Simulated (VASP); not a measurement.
A run of VASP 6.6.1 is set up as follows.

Contents of INCAR:

```
SYSTEM = Cu
  PREC = Accurate
  ENCUT = 600
  EDIFF = 1E-6
  ISMEAR = 1
  SIGMA = 0.1
  LREAL = .FALSE.
  LASPH = .TRUE.
  NELM = 80
  ALGO = Normal
  ISIF = 3
  LWAVE = .FALSE.
  LCHARG = .FALSE.
  METAGGA = R2SCAN
  LMIXTAU = .TRUE.
  IBRION = 2
  NSW = 90
  EDIFFG = -0.01
  PSTRESS = 73.0
```

Contents of KPOINTS:

```
regular mesh
0
G
  18 18 18
  0 0 0
```

The input POSCAR:

```
Cu
1.0
    0.0000000000      1.8075000000      1.8075000000
    1.8075000000      0.0000000000      1.8075000000
    1.8075000000      1.8075000000      0.0000000000
Cu
1
Direct
    0.0000000000      0.0000000000      0.0000000000
```

Potentials or basis: VASP PAW PBE potentials, release 64 (Cu).

Command:

```sh
$ cat potpaw_PBE.64/Cu/POTCAR > POTCAR
$ mpirun -np 1 vasp_std > vasp.out
```

Estimate the band gap on the k mesh.

none (metal or under the smearing width).

Predict the relaxed cell.

a = 2.498 Å, b = 2.498 Å, c = 2.498 Å, α = 60.00°, β = 60.00°, γ = 60.00°.

Step by step:
```
step  energy change (eV)  largest force (eV/Å)  pressure (GPa)  volume (Å³)
   1              0.0000                0.0000           -4.11        11.81
   2              0.0552                0.0000           19.51        10.43
   3              0.0057                0.0000            7.14        11.04
   4              0.0064                0.0000            7.38        11.02
```

Caveat: the cell is relaxed towards a set pressure, so the enthalpy falls and the energy may rise; the PAW data sets were made with another functional, which shifts forces and pressure a little.
